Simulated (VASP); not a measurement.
Given:

```
CELL_PARAMETERS angstrom
      3.60750     0.00000     0.00000
      0.00000     2.55088     0.00000
      0.00000     0.00000    25.17240
ATOMIC_POSITIONS crystal
  B  0.00000 0.00000 0.67734
  B  0.50000 0.50000 0.62667
  B  0.00000 0.00000 0.57600
  B  0.50000 0.50000 0.52533
  B  0.00000 0.00000 0.47467
  B  0.50000 0.50000 0.42400
  B  0.00000 0.00000 0.37333
  B  0.50000 0.50000 0.32266
  N  0.25000 0.00000 0.62667
  N  0.75000 0.50000 0.67734
  N  0.25000 0.00000 0.52533
  N  0.75000 0.50000 0.57600
  N  0.25000 0.00000 0.42400
  N  0.75000 0.50000 0.47467
  N  0.25000 0.00000 0.32266
  N  0.75000 0.50000 0.37333
```

Level of theory: PBEsol GGA, VASP's PBE PAW potentials (set 64) (plane waves; VASP). Run with PREC = Normal, EDIFF = 1E-5, 450 eV cut-off, 6×8×1 Γ-centred mesh, Gaussian smearing of 0.050 eV, potentials B N.

Q: The ions are relaxed. Give the cell that the relaxation ends in.

A: 
```
CELL_PARAMETERS angstrom
      3.60750     0.00000     0.00000
      0.00000     2.55088     0.00000
      0.00000     0.00000    25.17240
ATOMIC_POSITIONS crystal
  B  0.95265 0.00000 0.66902
  B  0.50215 0.50000 0.62904
  B  0.00326 0.00000 0.57567
  B  0.50539 0.50000 0.52553
  B  0.00539 0.00000 0.47447
  B  0.50326 0.50000 0.42433
  B  0.00215 0.00000 0.37096
  B  0.45265 0.50000 0.33098
  N  0.25907 0.00000 0.62810
  N  0.76823 0.50000 0.67759
  N  0.25542 0.00000 0.52549
  N  0.75384 0.50000 0.57608
  N  0.25384 0.00000 0.42392
  N  0.75542 0.50000 0.47451
  N  0.26823 0.00000 0.32241
  N  0.75907 0.50000 0.37190
```

Q: How much energy does the relaxation gain?

A: The energy (σ→0) changes by -129.4 meV/atom, in 17 ionic steps.

The cell is a thin slab with vacuum, built from BN (zinc blende): (110) face.
